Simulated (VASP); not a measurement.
These are r2SCAN meta-GGA, VASP's PBE PAW potentials (set 64) (plane waves; VASP 6.6.1) values and carry that method's errors.

The input files of a VASP run:

INCAR:
```
# general
SYSTEM  = KCl
PREC    = Accurate
ENCUT   = 480
LREAL   = .FALSE.
LASPH   = .TRUE.

# electronic loop
EDIFF   = 1E-7
NELM    = 100
ALGO    = Normal
LMIXTAU = .TRUE.

# smearing
ISMEAR  = 0
SIGMA   = 0.05

# functional
METAGGA = R2SCAN

# ions
ISIF    = 2

# output
LWAVE   = .FALSE.
LCHARG  = .FALSE.
```

**KPOINTS**
```
Automatic mesh
0
Gamma
8 8 8
0 0 0
```

### POSCAR
```
KCl
1
    0.0000000000     3.2393500000     3.1450000000
    3.1450000000     0.0000000000     3.1450000000
    3.1450000000     3.2393500000     0.0000000000
K Cl
1 1
Direct
  0.0000000000   0.0000000000   0.0000000000
  0.5000000000   0.5000000000   0.5000000000
```

POTCAR, in this order: K_sv Cl (PBE.64 set). Program: vasp_std.

Q: What will the output report for the number of irreducible k-points (NKPTS), number of bands (NBANDS), largest plane-wave count, number of space-group operations, FFT grid (NGX, NGY, NGZ)?

A: 
number of irreducible k-points (NKPTS): 59
number of bands (NBANDS): 12
largest plane-wave count: 1556
number of space-group operations: 16
FFT grid (NGX, NGY, NGZ): 32 × 32 × 32

The compound is KCl in the rock salt structure. This cell was strained or had an atom moved on purpose.
